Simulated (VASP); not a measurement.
# SiO2 (Quartz): excitons from the Bethe-Salpeter equation, part 3 of 3

Wanted: the lowest vertical excitons of SiO2 (Quartz) and its absorption. The cell has space group P3_121. The start is a cell from a database of measured crystal structures.

VASP 6.6.1, plane waves and PAW; the level of theory is named at each step.

So far. Step 3 (Empty bands): WAVECAR now holds 264 bands for 48 electrons. Its independent-particle dielectric tensor has xx, yy, zz = 2.6, 2.6, 2.6 on this mesh, which isn't tested for convergence in mesh or bands and lacks local fields. Step 4 (G0W0): GW takes the gap from 5.756 to 8.654 eV. The value holds for 264 bands, ENCUTGW = 100 eV and this mesh, and isn't shown to be converged in them.

### Step 5. BSE, Tamm-Dancoff

This step: BSE on G0W0 on LDA; plane waves and PAW (Si_GW, O_GW) (VASP 6.6.1).

The Bethe-Salpeter equation adds the screened attraction of electron and hole to the quasiparticle pairs; ANTIRES = 0 leaves out the coupling to antiresonant pairs.

INCAR

```
SYSTEM = SiO2
PREC = Accurate
ENCUT = 440
ISMEAR = 0
SIGMA = 0.01
LREAL = .FALSE.
GGA = CA
NBANDS = 264
ALGO = BSE
NBANDSO = 5
NBANDSV = 5
OMEGAMAX = 25
NEDOS = 1000
CSHIFT = 0.1
PRECFOCK = Fast
LWAVE = .FALSE.
LCHARG = .FALSE.
ENCUTGW = 100
ANTIRES = 0
```

POSCAR

```
SiO2
1.0
    4.9158000000      0.0000000000      0.0000000000
   -2.4579000000      4.2572076799      0.0000000000
    0.0000000000      0.0000000000      5.4091000000
Si O
3 6
Direct
    0.5303000000      0.0000000000      0.3333333333
    0.0000000000      0.5303000000      0.6666666667
    0.4697000000      0.4697000000      0.0000000000
    0.1462000000      0.4142000000      0.8810000000
    0.5858000000      0.7320000000      0.2143333333
    0.2680000000      0.8538000000      0.5476666667
    0.4142000000      0.1462000000      0.1190000000
    0.7320000000      0.5858000000      0.7856666667
    0.8538000000      0.2680000000      0.4523333333
```

KPOINTS

```
Automatic mesh
0
Gamma
6 6 4
0 0 0
```

PAW data sets: Si_GW and O_GW (LDA family, release 64).

Started as:

```
$ mpirun -np 8 vasp_std
```

Output:

```text
[banner, memory and clock lines left out]
running    8 mpi-ranks, on    1 nodes
 distrk:  each k-point on    8 cores,    1 groups
 distr:  one band on    1 cores,    8 groups

 POSCAR found type information on POSCAR SiO
 POSCAR found :  2 types and       9 ions
|                                                                             |
|           W    W    AA    RRRRR   N    N  II  N    N   GGGG   !!!           |
|           W    W   A  A   R    R  NN   N  II  NN   N  G    G  !!!           |
|           W    W  A    A  R    R  N N  N  II  N N  N  G       !!!           |
|           W WW W  AAAAAA  RRRRR   N  N N  II  N  N N  G  GGG   !            |
|           WW  WW  A    A  R   R   N   NN  II  N   NN  G    G                |
|           W    W  A    A  R    R  N    N  II  N    N   GGGG   !!!           |
|                                                                             |
|     For optimal performance we recommend to set                             |
|       NCORE = 2 up to number-of-cores-per-socket                            |
|     NCORE specifies how many cores store one orbital (NPAR=cpu/NCORE).      |
|     This setting can greatly improve the performance of VASP for DFT.       |
|     The default, NCORE=1 might be grossly inefficient on modern             |
|     multi-core architectures or massively parallel machines. Do your        |
|     Unfortunately you need to use the default for GW and RPA                |
|     calculations (for HF NCORE is supported but not extensively tested      |
|     yet).                                                                   |
|                                                                             |

|                                                                             |
|           W    W    AA    RRRRR   N    N  II  N    N   GGGG   !!!           |
|           W    W   A  A   R    R  NN   N  II  NN   N  G    G  !!!           |
|           W    W  A    A  R    R  N N  N  II  N N  N  G       !!!           |
|           W WW W  AAAAAA  RRRRR   N  N N  II  N  N N  G  GGG   !            |
|           WW  WW  A    A  R   R   N   NN  II  N   NN  G    G                |
|           W    W  A    A  R    R  N    N  II  N    N   GGGG   !!!           |
|                                                                             |
|     The default for ENCUTGWSOFT is different in this version of VASP.       |
|     please manually set ENCUTGWSOFT =100 in the INCAR file.                 |
|                                                                             |

 LDA part: xc-table for (Slater(with rela. corr.)+CA(PZ))
 , standard interpolation
 found WAVECAR, reading the header
 POSCAR, INCAR and KPOINTS ok, starting setup
 FFT: planning ... GRIDC
 FFT: planning ... GRID_SOFT
 FFT: planning ... GRID
 reading WAVECAR
 the WAVECAR file was read successfully
 initial charge from wavefunction
 available memory per node:    129.08 GB, setting MAXMEM to    132177

 The Fermi energy was updated, please check that it is located mid-gap
 values below the HOMO (VB) or above the LUMO (CB) will cause erroneous energies
 E-fermi :   3.5977

 the WAVEDER file was read successfully
 responsefunction array rank=     272

 min. memory requirement per mpi rank    336.7 MB, per node   2693.6 MB

 Doing            0  frequencies on each core in blocks of            0
 Found all WFULLXXXX.tmp files
 reading now WFULL0001.tmp
 reading now WFULL0002.tmp
 reading now WFULL0003.tmp
 reading now WFULL0004.tmp
 reading now WFULL0005.tmp
 reading now WFULL0006.tmp
 reading now WFULL0007.tmp
 reading now WFULL0008.tmp
 reading now WFULL0009.tmp
 reading now WFULL0010.tmp
 reading now WFULL0011.tmp
 reading now WFULL0012.tmp
 reading now WFULL0013.tmp
 reading now WFULL0014.tmp
 reading now WFULL0015.tmp
 reading now WFULL0016.tmp
 reading now WFULL0017.tmp
 reading now WFULL0018.tmp
 reading now WFULL0019.tmp
 reading now WFULL0020.tmp
 reading now WFULL0021.tmp
 reading now WFULL0022.tmp
 reading now WFULL0023.tmp
 reading now WFULL0024.tmp
 parallelization over k-points
 Using distributed matrix
 Using distributed eigensolver
 allocating two-electron 4 orbital integral table    5    5    5    5
 BSE setting up matrix
 available memory per node:    128.80 GB, setting MAXMEM to    131886
 Calculate matrix elements of the BSE Hamiltonian:
 Workload is divided into blocks of two-electron 4 orbital integrals computed in
  parallel.
 Each block/integral has dimensions  of (   5,   5,   5,   5) orbitals
 Total number of blocks/integrals:                10440
 Number of spins:                                     1
 Number of kpoints:                                 144
 Spin channel:                                        1
  Number of blocks of unoccupied bands:               1
  Number of blocks of occupied bands:                 1
 Number of rows/columns of blocks:                  144

                                                        Time (sec)
               Integrals                 Ranks       Real         CPU
  [         1 -       1152/     10440]     8         3.09        0.00
  [      1153 -       2304/     10440]     8         5.85        0.00
  [      2305 -       3456/     10440]     8         7.97        0.00
  [      3457 -       4608/     10440]     8        10.00        0.00
  [      4609 -       5760/     10440]     8        12.11        0.00
  [      5761 -       6912/     10440]     8        14.45        0.00
  [      6913 -       8064/     10440]     8        16.47        0.00
  [      8065 -       9216/     10440]     8        18.39        0.00
  [      9217 -      10368/     10440]     8        20.85        0.00
  [     10369 -      10440/     10440]     8        21.07        0.00

 BSE redistributing all elements
 BSE diagonalizing matrix PDSYEVX_ZHEEVX_DESC
 BSE calculating oscillator strength
```

It took 32 s on 8 MPI ranks of Intel Xeon Platinum 8559C (Emerald Rapids), shared host; peak memory 4.8 GiB; 3.9 min of CPU time.

OUTCAR, selected parts (step 5):

```text
   NELECT =      48.0000    total number of electrons

 E-fermi :   3.5977

[... 9 parts as in an earlier step ...]

[... 1 further part left out ...]
```

Numbers from this step:

```yaml
lowest_excitation: 8.038 eV
direct_gap_less_the_lowest_excitation: 1.003 eV
```

The imaginary dielectric function has structure finer than the step of the table below, so its rows give means over 1 eV, whole bins alone (the curve runs from 0 to 25 eV). Peaks (eV: height): xx 11.0: 3.42; zz 10.8: 3.98.

From 5 filled and 5 empty bands alone, without any pair above OMEGAMAX = 25 eV, so strength is missing wherever others contribute; lines are broadened by CSHIFT, which also makes the tail under the first line. The imaginary dielectric function by photon energy; means over each step:

```tsv
photon energy (eV)	xx	zz
1	4.7e-4	4.8e-4
2	9.8e-4	0.00102
3	0.00161	0.00166
4	0.00246	0.00254
5	0.00372	0.00383
6	0.00575	0.00600
7	0.00972	0.0102
8	0.0246	0.0210
9	0.108	0.101
10	0.748	1.16
11	2.35	2.10
12	1.12	0.916
13	0.406	0.343
14	0.127	0.102
15	0.0181	0.0147
16	0.00824	0.00732
17	0.00519	0.00468
18	0.00358	0.00326
19	0.00262	0.00241
20	0.00200	0.00185
21	0.00157	0.00147
22	0.00128	0.00118
23	0.00105	9.7e-4
24	8.7e-4	8.2e-4
```

Some of the lowest 40 states alone, with states under 2.5 meV apart joined, scaled to the strongest line shown. Lines of the exciton spectrum (strongest = 100):

```tsv
position (eV)	lines merged	oscillator strength
8.038	2	20
8.445	1	0.0
8.509	2	61
8.542	2	5.0
8.689	1	7.7
8.752	2	1.7
8.775	1	0.0
8.814	1	0.0
8.828	2	10
8.855	2	0.4
8.859	1	2.1
8.897	2	11
8.997	1	0.0
9.025	2	100
9.076	2	36
9.108	1	58
9.115	2	81
9.117	1	0.0
9.176	1	2.0
9.198	1	0.0
9.239	2	3.5
9.254	3	50
9.269	2	0.2
```

The lowest excitation lies at 8.038 eV, -1003 meV against the direct gap of these orbitals. No second mesh in this session tests these energies, peaks and heights.

### Step 6. Without the electron-hole attraction

This step: BSE on G0W0 on LDA, without the electron-hole attraction; plane waves and PAW (Si_GW, O_GW) (VASP 6.6.1).

LADDER = .FALSE. removes the attraction and keeps the local fields, which shows what the attraction does.

Edit INCAR of step 5 so:

```diff
@@ -19 +19,2 @@
 ANTIRES = 0
+LADDER = .FALSE.
```

POSCAR is that of step 5.

KPOINTS is that of step 5.

Started as:

```
$ mpirun -np 8 vasp_std
```

Output:

```text
[banner, memory and clock lines left out]
 LDA part: xc-table for (Slater(with rela. corr.)+CA(PZ))
 , standard interpolation
 found WAVECAR, reading the header
 POSCAR, INCAR and KPOINTS ok, starting setup
 FFT: planning ... GRIDC
 FFT: planning ... GRID_SOFT
 FFT: planning ... GRID
 reading WAVECAR
 the WAVECAR file was read successfully
 initial charge from wavefunction
 available memory per node:    129.31 GB, setting MAXMEM to    132409

 Doing            0  frequencies on each core in blocks of            0
 parallelization over k-points
 Using distributed matrix
 Using distributed eigensolver
 allocating two-electron 4 orbital integral table    5    5    5    5
 BSE setting up matrix
 available memory per node:    129.12 GB, setting MAXMEM to    132222
 Calculate matrix elements of the BSE Hamiltonian:
 Workload is divided into blocks of two-electron 4 orbital integrals computed in
  parallel.
 Each block/integral has dimensions  of (   5,   5,   5,   5) orbitals
 Total number of blocks/integrals:                10440
 Number of spins:                                     1
 Number of kpoints:                                 144
 Spin channel:                                        1
  Number of blocks of unoccupied bands:               1
  Number of blocks of occupied bands:                 1
 Number of rows/columns of blocks:                  144

                                                        Time (sec)
               Integrals                 Ranks       Real         CPU
  [         1 -       1152/     10440]     8         1.75        0.00
  [      1153 -       2304/     10440]     8         3.50        0.00
  [      2305 -       3456/     10440]     8         4.94        0.00
  [      3457 -       4608/     10440]     8         6.21        0.00
  [      4609 -       5760/     10440]     8         7.31        0.00
  [      5761 -       6912/     10440]     8         8.46        0.00
  [      6913 -       8064/     10440]     8         9.60        0.00
  [      8065 -       9216/     10440]     8        10.91        0.00
  [      9217 -      10368/     10440]     8        12.20        0.00
  [     10369 -      10440/     10440]     8        12.34        0.00

[... 7 parts as in an earlier step ...]
```

The job ended after 24 s (8 MPI ranks; peak memory 3.5 GiB; 3 min of CPU time).

Parts of OUTCAR (step 6):

```text
   NELECT =      48.0000    total number of electrons

 E-fermi :   3.5977

[... 9 parts as in an earlier step ...]

[... 1 further part left out ...]
```

Numbers from this step:

```yaml
lowest_excitation: 9.042 eV
```

From 5 filled and 5 empty bands alone, without any pair above OMEGAMAX = 25 eV, so strength is missing wherever others contribute; lines are broadened by CSHIFT, which also makes the tail under the first line. The imaginary dielectric function by photon energy; read off at these points:

```tsv
photon energy (eV)	xx	zz
0.0	0	0
1.0	3.0e-4	3.0e-4
2.0	6.0e-4	6.0e-4
3.0	9.0e-4	9.0e-4
4.0	0.0013	0.0013
5.0	0.00189	0.0019
6.0	0.00259	0.00269
7.0	0.00379	0.00389
8.0	0.00568	0.00588
9.0	0.0107	0.00995
10.0	0.0321	0.0262
11.0	0.146	0.141
12.0	0.392	0.554
13.0	1.68	2.64
13.6	2.84	2.11
14.0	2.10	1.45
15.0	0.410	0.161
16.0	0.0328	0.0245
17.0	0.0143	0.0117
18.0	0.00811	0.00697
19.0	0.00526	0.00466
20.0	0.00366	0.00326
21.0	0.0027	0.00246
22.0	0.0021	0.0019
23.0	0.00166	0.0015
24.0	0.0013	0.0012
25.0	0.0011	0.001
```

The lowest excitation lies at 9.042 eV, +1005 meV against the Tamm-Dancoff singlet. No second mesh in this session tests these energies, peaks and heights.

### Step 7. Independent quasiparticles

This step: BSE on G0W0 on LDA, independent quasiparticles; plane waves and PAW (Si_GW, O_GW) (VASP 6.6.1).

With LADDER and LHARTREE off the pairs don't interact at all, so the lowest line must equal the direct gap.

Edit INCAR of step 6 so:

```diff
@@ -20 +20,2 @@
 LADDER = .FALSE.
+LHARTREE = .FALSE.
```

POSCAR is that of step 6.

KPOINTS is that of step 6.

Started as:

```
$ mpirun -np 8 vasp_std
```

Output:

```text
[banner, memory and clock lines left out]
 LDA part: xc-table for (Slater(with rela. corr.)+CA(PZ))
 , standard interpolation
 found WAVECAR, reading the header
 POSCAR, INCAR and KPOINTS ok, starting setup
 FFT: planning ... GRIDC
 FFT: planning ... GRID_SOFT
 FFT: planning ... GRID
 reading WAVECAR
 the WAVECAR file was read successfully
 initial charge from wavefunction
 available memory per node:    128.90 GB, setting MAXMEM to    131998

 Doing            0  frequencies on each core in blocks of            0
 parallelization over k-points
 Using distributed matrix
 Using distributed eigensolver
 allocating two-electron 4 orbital integral table    5    5    5    5
 BSE setting up matrix
 available memory per node:    128.66 GB, setting MAXMEM to    131746
 Calculate matrix elements of the BSE Hamiltonian:
 Workload is divided into blocks of two-electron 4 orbital integrals computed in
  parallel.
 Each block/integral has dimensions  of (   5,   5,   5,   5) orbitals
 Total number of blocks/integrals:                10440
 Number of spins:                                     1
 Number of kpoints:                                 144
 Spin channel:                                        1
  Number of blocks of unoccupied bands:               1
  Number of blocks of occupied bands:                 1
 Number of rows/columns of blocks:                  144

                                                        Time (sec)
               Integrals                 Ranks       Real         CPU
  [         1 -       1152/     10440]     8         0.24        0.00
  [      1153 -       2304/     10440]     8         0.46        0.00
  [      2305 -       3456/     10440]     8         0.67        0.00
  [      3457 -       4608/     10440]     8         0.86        0.00
  [      4609 -       5760/     10440]     8         1.07        0.00
  [      5761 -       6912/     10440]     8         1.28        0.00
  [      6913 -       8064/     10440]     8         1.48        0.00
  [      8065 -       9216/     10440]     8         1.70        0.00
  [      9217 -      10368/     10440]     8         1.91        0.00
  [     10369 -      10440/     10440]     8         1.94        0.00

[... 7 parts as in an earlier step ...]
```

Wall time 9.2 s (8 MPI ranks); peak memory 3.6 GiB; 63 s of CPU time.

Parts of OUTCAR (step 7):

```text
   NELECT =      48.0000    total number of electrons

 E-fermi :   3.5977

[... 9 parts as in an earlier step ...]

[... 1 further part left out ...]
```

This step gave:

```yaml
lowest_excitation: 9.041 eV
```

From 5 filled and 5 empty bands alone, without any pair above OMEGAMAX = 25 eV, so strength is missing wherever others contribute; lines are broadened by CSHIFT, which also makes the tail under the first line. Table of imaginary dielectric function by photon energy; read off at these points:

```tsv
photon energy (eV)	xx	zz
0.0	0	0
1.0	3.0e-4	3.0e-4
2.0	6.0e-4	6.0e-4
3.0	9.0e-4	1.0e-3
4.0	0.00139	0.0014
5.0	0.0019	0.00199
6.0	0.0027	0.00279
7.0	0.00398	0.00408
8.0	0.00598	0.00618
9.0	0.0113	0.0105
10.0	0.0342	0.0279
11.0	0.164	0.161
12.0	0.461	0.661
13.0	1.99	2.52
13.6	2.92	1.89
14.0	1.72	1.09
15.0	0.203	0.104
16.0	0.0268	0.0220
17.0	0.0126	0.0109
18.0	0.00741	0.00661
19.0	0.00492	0.00442
20.0	0.00346	0.00316
21.0	0.0026	0.00236
22.0	0.002	0.00186
23.0	0.0016	0.00146
24.0	0.0013	0.0012
25.0	0.0011	0.001
```

The lowest excitation lies at 9.041 eV, +1003 meV against the Tamm-Dancoff singlet. No second mesh in this session tests these energies, peaks and heights.

### Step 8. Summary

This step: BSE on G0W0 on LDA; plane waves and PAW (VASP 6.6.1).

This step runs nothing: it gathers the runs above.

Cost is wall time times ranks on a shared host, for this step alone, without the steps before it. Excitations by level:

```tsv
level	first excitation (eV)	cost (core minutes)
BSE, Tamm-Dancoff	8.038	4.27
without the electron-hole attraction	9.042	3.2
independent quasiparticles	9.041	1.23
```

### Step 9. Summary of results

```yaml
bse_tamm_dancoff: lowest vertical excitation 8.038 eV; direct gap 9.041 eV
without_the_electron_hole_attraction: lowest vertical excitation 9.042 eV; direct gap 9.041 eV
independent_quasiparticles: lowest vertical excitation 9.041 eV; direct gap 9.041 eV
```

**Reading.** The Bethe-Salpeter equation puts the lowest vertical singlet excitation at 8.038 eV, 1.00 eV below the direct gap of 9.041 eV; the states within 10 meV of it carry 14 % of the strength of the strongest such group among the lowest 40 states. The spectra were run on one mesh, so the distance from the gap isn't shown to be converged; coarse meshes tend to overstate it. Bands, response cutoff and mesh of the GW step weren't tested in this session. Only vertical pairs enter; the least gap on the mesh is indirect, 8.654 eV, and its phonon-assisted absorption is absent. Only the bands set by NBANDSO and NBANDSV form pairs, and any pair above OMEGAMAX = 25 eV is dropped, so the spectrum is that of this window; the window can cut degenerate bands, and the ratio of directions in the curves is that of the window, not of the crystal. Not tabulated here, as repeats of values shown or as unfit to read for their mesh, reference level or band range: eps2 curves (empty bands); eps1 curves and static values (BSE, empty bands, independent quasiparticles, without the electron-hole attraction); line lists of runs without attraction (independent quasiparticles, without the electron-hole attraction).

[Lines on the potential files, build, host, timing and source positions are cut from VASP's logs without a mark.]

[Logs are printed without paths, hosts, clocks, repeated set-up lines and the standing remarks that a program may print on its own settings, such as how far it seeks lower states.]

[Hosts, paths, dates, database ids (printed as entryN), source tags and the programs' standing remarks are cut or masked in the printed files.]

[Pressures printed for these runs are not shown converged in the cutoff: they can be off by several GPa and have the wrong sign.]
